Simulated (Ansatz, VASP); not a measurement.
# Cross-check of Zr (Zirconium) between VASP and Ansatz, part 2 of 2

Aim: how closely do two programs agree when they are given the same cell, functional and k mesh? The cell is taken from a series of runs on this material, whose earlier steps may have relaxed, scaled, displaced or heated it; both programs get it as it stands.

VASP 6.6.1 and Ansatz 0.2.0.

So far: Starting point; Ansatz: zone-centre phonons, PBEsol, pair 1; VASP: zone-centre phonons, PBEsol, pair 1.

**4. Side by side**

Known differences besides the potentials themselves: the cutoff is 420 eV in Ansatz and 500 eV in VASP; Ansatz makes its cores anew for this functional, VASP keeps those of its PBE data sets. Total energies have different zeros and are not compared.

Both answers:

```csv
quantity,Ansatz,VASP,difference
optical mode 1 to 2 (cm⁻¹),66.2,66.7,-0.72 %
optical mode 3 (cm⁻¹),153.9,155.2,-0.87 %
```

Modes are paired by rising frequency, not by their patterns, so a pair may set unlike modes beside each other; they are those without the splitting of longitudinal modes.

**5. Ansatz: zone-centre phonons, PBEsol, pair 2**

Second derivatives magnify differences that forces hide, and they need a tight electronic threshold. The cell compared in this pair holds 46.72 Å³, against 45.82 Å³ for the pair before.

The cell is taken from a series of runs on this material, whose earlier steps may have relaxed, scaled, displaced or heated it; both programs get it as it stands.

Input file input.yaml:

```yaml
crystal:
  lattice:
    - [3.2303566425, 0.0, 0.0]
    - [-1.6151783213, 2.7975709157, 0.0]
    - [0.0, 0.0, 5.1699445306]
  atoms:
    - { symbol: Zr, position: [0.3333333333, 0.6666666667, 0.25] }
    - { symbol: Zr, position: [0.6666666667, 0.3333333333, 0.75] }
kpoints:
  mp_grid: { grid: [15, 15, 8] }
hamiltonian:
  xc: pbesol
  pseudopotentials: { kind: paw, azcp: { folder: soft_1 }, xc_functional: pbe }
scf:
  occupations: { method: methfessel_paxton, width: 0.2 }
output:
  eigenvalues: true
phonons:
  method: dfpt
```

Command:

```
$ ansatz run input.yaml --threads 4 --pin off --max-ram 10240MiB --backend cpu --events-out ev --progress --plain --runs-dir out
```

Numbers of over 12 decimals in the logs are rounded to 6 here.

The log of the run:

```text
[...]
Crystal: 2 atoms, lattice volume = 46.722 Å³
Basis set: ecut = 420 eV, 941 PW (Γ), exchange–correlation on 48×48×72 points (8 copies of the dense FFT grid, shifted against one another)
Bands: 16, of which v1, the nominal top of the filled ones, is band 12 counted from 1 (11 counted from 0)
Symmetry: 24 space group operations
k-points: 320 of 1800 (irreducible under 4 space group operations, time reversal used)
[...]
k-point 2: bands = [... 8 lower, 8.6301, 10.6585, 14.1833, 14.3922, 14.4906, 14.4906, 15.0104, 15.0104, ... 4 higher]
  k-point 319: bands = [... 8 lower, 11.5161, 11.5161, 13.1469, 13.1469, 13.8134, 13.8134, 15.6159, 15.6159, ... 4 higher]
[...]
ASR residual: 1.218e-5 → 0.000e0 eV/Å²; symmetrization residual: 2.430e-10 eV/Å²
  ASR residual per site (eV/Å²): 1.22e-5 1.22e-5
  Γ frequencies (cm⁻¹): 0.00 0.00 0.00 68.88 68.88 144.58
[...]
[key lines of the parts left out:]
SCF converged after 9 iterations
Free energy (F): -8257.295001 eV
Fermi energy:    13.810043 eV
```

**6. VASP: zone-centre phonons, PBEsol, pair 2**

The same cell, functional, mesh and smearing now go to VASP, with its own data sets.

Input file INCAR:

```
SYSTEM = Zr
PREC = Accurate
ENCUT = 500
EDIFF = 1E-08
NELM = 120
ISMEAR = 1
SIGMA = 0.2
LREAL = .FALSE.
ALGO = Normal
GGA = PS
NBANDS = 18
LASPH = .TRUE.
LORBIT = 11
LWAVE = .FALSE.
LCHARG = .FALSE.
ISIF = 2
IBRION = 8
GGA_COMPAT = .FALSE.
KPAR = 2
```

Input file POSCAR:

```
Zr
1.0
    3.2303566425      0.0000000000      0.0000000000
   -1.6151783213      2.7975709157      0.0000000000
    0.0000000000      0.0000000000      5.1699445306
Zr
2
Direct
    0.3333333333      0.6666666667      0.2500000000
    0.6666666667      0.3333333333      0.7500000000
```

Input file KPOINTS:

```
Automatic mesh
0
Gamma
15 15 8
0 0 0
```

Potentials, in the order of the species: Zr_sv (PBE family, release 64).

Command:

```
$ mpirun -np 2 vasp_std
```

The log of the run:

```text
[banner, memory and clock lines left out]
running    2 mpi-ranks, on    1 nodes
[...]
[... a notice as in an earlier step ...]

 LDA part: xc-table for (Slater+PW92), standard interpolation
 POSCAR, INCAR and KPOINTS ok, starting setup
[...]
entering main loop
       N       E                     dE             d eps       ncg     rms          rms(c)
DAV:   1     0.212346957133E+03    0.21235E+03   -0.13115E+04  4860   0.129E+03
DAV:   2    -0.319669037449E+01   -0.21554E+03   -0.21207E+03  5736   0.376E+02
DAV:   3    -0.185600287978E+02   -0.15363E+02   -0.15181E+02  8818   0.732E+01
DAV:   4    -0.189760765984E+02   -0.41605E+00   -0.41568E+00  5762   0.121E+01
[...]
DAV:  13    -0.181413892141E+02    0.19698E-06   -0.36594E-08  4844   0.141E-03    0.680E-04
DAV:  14    -0.181413891711E+02    0.43025E-07   -0.47027E-09  3060   0.801E-04    0.222E-04
DAV:  15    -0.181413891778E+02   -0.67680E-08   -0.91027E-10  2846   0.316E-04
   1 F= -.18141389E+02 E0= -.18142150E+02  d E =0.228356E-02
[...]
RMM:  19    -0.633288485498E+00   -0.14781E-07   -0.18910E-08 53087   0.662E-04    0.284E-05
RMM:  20    -0.633288575888E+00   -0.90389E-07   -0.37217E-09 49958   0.586E-04    0.404E-05
RMM:  21    -0.633288576337E+00   -0.44869E-09    0.45995E-08 51156   0.523E-04    0.472E-05
 first order change of Fermi-energy   0.17035E-04
 force on displaced ion       1 direction 1 :  -0.809   0.000   0.000
 Linear response progress:
  Degree of freedom:   2/  2
       N       E                     dE             d eps       ncg     rms          rms(c)
RMM:   1    -0.791875345604E+00   -0.79188E+00    0.29520E+00  7518   0.135E+01
RMM:   2    -0.742709011235E+00    0.49166E-01   -0.25920E-01 11179   0.274E+00    0.254E-01
RMM:   3    -0.745984960939E+00   -0.32759E-02   -0.45972E-02 13614   0.988E-01    0.864E-02
RMM:   4    -0.748702785411E+00   -0.27178E-02   -0.58649E-03 15394   0.357E-01    0.328E-02
[...]
RMM:  45    -0.748795007618E+00    0.12909E-07   -0.10608E-06 11225   0.135E-04    0.192E-06
RMM:  46    -0.748795022344E+00   -0.14725E-07   -0.12066E-06 11136   0.134E-04    0.194E-06
RMM:  47    -0.748795006955E+00    0.15389E-07   -0.10360E-06 11301   0.134E-04    0.178E-06
 first order change of Fermi-energy  -0.14198E-03
 force on displaced ion       1 direction 3 :  -0.000  -0.000  -3.574
 Linear response finished
```

Parts of OUTCAR (step 6):

```text
  Total       -1.0454551     -1.0454551     -1.0483106      0.0000000      0.0000000      0.0000000
  in kB      -35.8507703    -35.8507703    -35.9486928      0.0000000      0.0000000      0.0000000
  external PRESSURE =     -35.8834112 kB  Pullay stress =       0.0000000 kB

 POSITION                                       TOTAL-FORCE (eV/Angst)
 -----------------------------------------------------------------------------------
     -0.00000      1.86505      1.29249        -0.000000     -0.000000      0.000000
      1.61518      0.93252      3.87746         0.000000      0.000000      0.000000
 -----------------------------------------------------------------------------------
    total drift:                               -0.000000      0.000000     -0.000000

[... 1 part as in an earlier step ...]

[... 1 further part left out ...]
```

**7. Differences**

The two programs side by side:

```csv
quantity,Ansatz,VASP,difference
optical mode 1 to 2 (cm⁻¹),68.9,69.4,-0.81 %
optical mode 3 (cm⁻¹),144.6,146.0,-0.96 %
```

Modes are paired by rising frequency, not by their patterns, so a pair may set unlike modes beside each other; they are those without the splitting of longitudinal modes.

**8. Summary of results**

```json
{
  "r.m.s. difference of the optical zone-centre modes, each program's sorted by frequency (zone-centre phonons, PBEsol, pair 1)": "0.87 cm⁻¹",
  "difference in optical mode 3 (zone-centre phonons, PBEsol, pair 1)": "-0.9 %",
  "r.m.s. difference of the optical zone-centre modes, each program's sorted by frequency (zone-centre phonons, PBEsol, pair 2)": "0.93 cm⁻¹",
  "difference in optical mode 3 (zone-centre phonons, PBEsol, pair 2)": "-1.0 %"
}
```

The r.m.s. difference of the optical zone-centre modes, each program's sorted by frequency is 0.87 cm⁻¹ (zone-centre phonons, PBEsol, pair 1). Among the rows given in per cent, the largest difference of the zone-centre phonons, PBEsol, pair 1 pair is in optical mode 3, -0.9 %. Among the rows given in per cent, the largest difference of the zone-centre phonons, PBEsol, pair 2 pair is in optical mode 3, -1.0 %. How closely two codes agree says nothing of how well the functional describes the real material.

[Lines on the potential files, build, host, timing and source positions are cut from VASP's logs without a mark.]

[Logs are printed without paths, hosts, clocks, repeated set-up lines and the standing remarks that a program may print on its own settings, such as how far it seeks lower states.]

[Hosts, paths, dates, database ids (printed as entryN), source tags and the programs' standing remarks are cut or masked in the printed files.]
